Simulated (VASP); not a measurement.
## BeTe (relaxed from the layered h-BN type structure, space group P6_3/mmc): computed properties

The numbers are results of PBEsol GGA, VASP's PBE PAW potentials (set 64) (plane waves; VASP), not measurements.

For BeTe, the space group comes out as P6_3/mmc (194) and the cell comes out as a = 4.0394 Å, b = 4.0394 Å, c = 7.0897 Å, α = 90.00°, β = 90.00°, γ = 120.00°. The volume per atom comes out as 25.05 Å^3/atom, the band gap (over mesh and band path) is 1.87 eV and the smallest direct gap (over mesh and band path) comes out as 2.41 eV. The band-edge character comes out as indirect, K-Γ at 0.56 to L-M at 0.22 and the density is 4.53 g/cm³.

```
CELL_PARAMETERS angstrom
      4.03940     0.00000     0.00000
     -2.01970     3.49822     0.00000
      0.00000     0.00000     7.08975
ATOMIC_POSITIONS crystal
  Be 0.33333 0.66667 0.25000
  Be 0.66667 0.33333 0.75000
  Te 0.66667 0.33333 0.25000
  Te 0.33333 0.66667 0.75000
```

Without a dispersion term in the relaxation, distances and binding between the weakly bound layers, chains or molecules are unreliable, and so is what depends on them. Unless said otherwise, spin-orbit coupling is left out, though it shifts the bands of the heavy elements here.

The structure was generated: BeTe was put into the layered h-BN type type (P6_3/mmc), which need not be its known phase. It was relaxed first, which changed the volume by -26 %. Symmetry was kept, so distortions that lower it aren't found.
